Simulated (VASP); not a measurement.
Consider the following.

```
CELL_PARAMETERS angstrom
      2.94000     0.00000     0.00000
      0.00000     2.94000     0.00000
      0.00000     0.00000     2.94000
ATOMIC_POSITIONS crystal
  Gd 0.00000 0.00000 0.00000
  N  0.50000 0.50000 0.50000
```

These are AM05 GGA, VASP's PBE PAW potentials (set 64) (plane waves; VASP 6.6.1) values and carry that method's errors. Settings: 520 eV cut-off, 8×8×8 Γ-centred mesh, Gaussian smearing of 0.050 eV, potentials Gd_3 N.

The 4f electrons are frozen in the core of the lanthanide potential, so 4f levels, which can set the real gap, and their magnetism are missing.

Q: Predict the energy per atom (σ→0), pressure, band gap (on the k-mesh) with the smallest direct gap where there is one.

A: 
```json
{
 "band gap (on the k-mesh)": "none (metal, semimetal or under 0.01 eV)",
 "energy per atom (σ→0)": "-7.459 eV/atom",
 "pressure": "8.43 GPa"
}
```

Total energies compare only between runs with the same potentials, cut-off and functional.

The structure was generated: GdN was put into the CsCl type (Pm-3m), which need not be its known phase. The cell was not relaxed at this level. The run is one of a series of settings (GGA = AM against the base run), some of them coarse on purpose.
